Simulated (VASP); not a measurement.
Input:

```
Ho
1.0
    1.79203    -3.01552     0.00000
    1.79203     3.01552     0.00000
    0.00000     0.00000     5.73395
Ho
2
Cartesian
  1.79203   1.00518   1.43349
  1.84998  -1.00518   4.30046
```

Computed with PBE GGA, VASP's PBE PAW potentials (set 64) (plane waves; VASP 6.6.1). Numerical set-up: 400 eV cut-off, 11×11×6 Γ-centred mesh, second-order Methfessel-Paxton smearing of 0.020 eV, potentials Ho_3.

The 4f electrons are frozen in the core of the lanthanide potential, so 4f levels, which can set the real gap, and their magnetism are missing.

Question: Which forces act on the atoms, in eV/Å?

Answer: 
```csv
atom,Fx,Fy,Fz
Ho1,0.087,0.039,0.000
Ho2,-0.087,-0.039,0.000
```

Question: Give the stress tensor in GPa (positive for a compressed cell).

Answer: 
```
 0.42  -0.18   0.00
-0.18   2.24   0.00
 0.00   0.00  -1.28
```
The pressure is its mean diagonal, 0.46 GPa.

The compound is Ho in the hcp structure. The cell was not relaxed at this level, atoms are displaced from their ideal sites. The run is one of a series of settings (ISMEAR = 2, SIGMA = 0.02 against the base run), some of them coarse on purpose.
